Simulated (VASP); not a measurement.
Input:

```
CELL_PARAMETERS angstrom
      2.98250     0.00000     0.00000
      0.00000     2.98250     0.00000
      0.00000     0.00000     2.98250
ATOMIC_POSITIONS crystal
  Al 0.00000 0.00000 0.00000
  Ru 0.50000 0.50000 0.50000
```

All values below come from LDA (Ceperley-Alder, Perdew-Zunger), VASP's LDA PAW potentials (set 64) (plane waves; VASP). Numerical set-up: 400 eV cut-off, 11×11×11 Γ-centred mesh, first-order Methfessel-Paxton smearing of 0.10 eV, potentials Al Ru_pv.

Energy and stress use the plane-wave basis of the starting cell.

### Question
The ions, cell shape and volume are relaxed. Predict the relaxed structure.

### Answer

```
CELL_PARAMETERS angstrom
      2.95512     0.00000     0.00000
      0.00000     2.95512     0.00000
      0.00000     0.00000     2.95512
ATOMIC_POSITIONS crystal
  Al 0.00000 0.00000 0.00000
  Ru 0.50000 0.50000 0.50000
```
Space group Pm-3m (221), at a tolerance of 0.03 Å.

### Question
How do energy and volume change from the first to the last step?

### Answer
The energy (σ→0) changes by -7.3 meV/atom and the volume by -2.7 %, in 3 ionic steps.

The structure comes from a computed database's AlRu entry (Pm-3m); how it stands against other phases isn't given here. This run relaxes it. Symmetry was kept, so distortions that lower it aren't found. The electron count is odd and the run is not spin-polarised, which forces a metal.
